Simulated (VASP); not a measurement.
Crystal: AlN.

```
CELL_PARAMETERS angstrom
0.00000 2.18399 2.18399
2.18399 0.00000 2.18399
2.18399 2.18399 0.00000
ATOMIC_POSITIONS crystal
Al 0.00000 0.00000 0.00000
N 0.75000 0.75000 0.75000
```

Measurements of this composition are mostly on another form, of space group No. 186.

- Program: VASP 6.6.1
- Task: relaxation of cell and atoms
- Functional: PBE
- Potentials or basis: VASP PAW PBE potentials, release 64 (Al, N)
- Cutoff: 520 eV
- k mesh: 12 × 12 × 12
- Occupations: gaussian, width 1 eV
- Spin: no spin polarisation

At the start: pressure 4.6 GPa; volume 10.42 Å³/atom.

Task: How do energy, volume and symmetry change on relaxing?

Result: Over 3 steps the energy falls by 3.4 meV/atom and the volume is 10.66 Å³/atom (+2.3 %); space group F-43m (No. 216, to 0.05 Å).

The path:
```csv
step,energy change (eV),largest force (eV/Å),pressure (GPa),volume (Å³)
1,0.0000,0.0000,4.60,20.83
2,-0.0014,0.0000,-3.81,21.75
3,-0.0067,0.0000,0.00,21.31
```

Final structure:
```
Al N
1.0
     0.00000    2.20056    2.20056
     2.20056    0.00000    2.20056
     2.20056    2.20056    0.00000
Al N
1 1
Direct
  0.00000 0.00000 0.00000
  0.75000 0.75000 0.75000
```
